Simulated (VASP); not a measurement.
Runs of VASP 6.6.1 on Mg6CuB. The structure is orthorhombic, space group Amm2 (No. 38). Conventional cell: a = 3.709 Å, b = 8.096 Å, c = 9.911 Å, α = 90.00°, β = 90.00°, γ = 90.00°. Cu (site symmetry mm2) has 6 Mg at 2.63 to 2.64 Å as nearest neighbours. Around Mg (site symmetry mm2) lie 2 Cu at 2.64 Å and 2 Mg at 2.96 Å. Mg (site symmetry m) has 2 Cu at 2.63 Å and 1 B at 2.67 Å and 2 Mg at 2.95 Å as nearest neighbours. Mg (site symmetry mm2) has 2 B at 2.39 Å as nearest neighbours. Mg (site symmetry m) is surrounded by 2 B at 2.57 Å and 2 Mg at 2.90 to 2.92 Å. Around B (site symmetry mm2) lie 8 Mg at 2.39 to 2.67 Å. The cell comes from a database or a generator and needn't be the stable form of this composition.

| task | level | potentials or basis | cell | k mesh | cutoff (eV) | smearing | k mesh for the DOS | occupations for the DOS | supercell matrix | temperature | mesh quality | gap on the mesh (eV) | pressure (GPa) | largest force (eV/Å) |
| --- | --- | --- | --- | --- | --- | --- | --- | --- | --- | --- | --- | --- | --- | --- |
| single point | PBE | VASP PAW PBE potentials, release 54 (Cu, Mg, B) | as given | 7 × 5 × 5 | 520 | gaussian 0.1 eV | - | - | - | - | not flagged | none | 0.4 | (a) |
| single point | rSCAN | VASP PAW PBE potentials, release 64 (Cu, Mg, B_s) | as given | 7 × 5 × 5 | 400 | methfessel-paxton 0.1 eV | - | - | - | - | not flagged | none | -0.9 | 0.16 |
| atomic charges | revPBE+D3 | VASP PAW PBE potentials, release 64 (Cu, Mg, B_s) | atoms moved at random, drawn with an rms of 0.1 Å | 7 × 5 × 5 | 400 | gaussian 0.05 eV | - | - | - | - | not flagged | none | -0.3 | 0.86 |
| density of states | optPBE-vdW | VASP PAW PBE potentials, release 64 (Mg, Cu, B) | as given | 5 × 5 × 7 | 520 | methfessel-paxton 0.2 eV | - | - | - | - | not flagged | none | 0.4 | 0.16 |

Alike in all rows: no spin polarisation.

Problem. Fill in the values left out.

Solution. (a) 0.12.

Caveats: the PAW data sets were made with another functional, which shifts forces and pressure a little (some runs); pairwise dispersion overbinds metals, which lowers pressure and volume (some runs).

A gap of «none» marks a metal or a gap under the smearing width.
